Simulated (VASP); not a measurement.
Write the native input for VASP 6.6.1 that does the following.

* Task: single point
* Functional: LDA
* Potentials or basis: VASP PAW LDA potentials, release 64 (In_d, Cu)
* Cutoff: 520 eV
* k mesh: 5 × 5 × 3
* Occupations: methfessel-paxton, width 0.1 eV
* Spin: no spin polarisation
* Dipole correction: no
* Further INCAR settings: ALGO = Normal; EDIFF = 1e-06; NBANDS = 44

The structure of InCu2 lies in POSCAR:

```
InCu2
1.0
    4.2943000000      0.0000000000      0.0000000000
   -2.1471500000      3.7189728900      0.0000000000
    0.0000000000      0.0000000000      5.2328000000
In Cu
2 4
Direct
    0.3333333333      0.6666666667      0.7500000000
    0.6666666667      0.3333333333      0.2500000000
    0.3333333333      0.6666666667      0.2500000000
    0.6666666667      0.3333333333      0.7500000000
    0.0000000000      0.0000000000      0.0000000000
    0.0000000000      0.0000000000      0.5000000000
```

These files were run (other wordings do the same):

INCAR

```
SYSTEM = InCu2
PREC = Accurate
ENCUT = 520
EDIFF = 1E-6
ISMEAR = 1
SIGMA = 0.1
LREAL = .False.
LASPH = .True.
NELM = 100
ALGO = Normal
ISIF = 2
LWAVE = .False.
LCHARG = .False.
NBANDS = 44
```

KPOINTS

```
Automatic mesh
0
Gamma
  5 5 3
  0 0 0
```

Potentials or basis: VASP PAW LDA potentials, release 64 (In_d, Cu).

Run with:

```sh
$ cat potpaw_LDA.64/In_d/POTCAR potpaw_LDA.64/Cu/POTCAR > POTCAR
$ mpirun -np 1 vasp_std > vasp.out
```

Results of the run:

* Pressure: 2.1 GPa
* Band gap on the k mesh: none (metal or under the smearing width)

Caveat: the k mesh is coarse (spacing up to 0.40 Å⁻¹), so the values aren't converged.

Wall time 42 s on 1 thread of Intel(R) Xeon(R) Platinum 8488C (Sapphire Rapids) (shared host), peak memory 0.17 GiB.
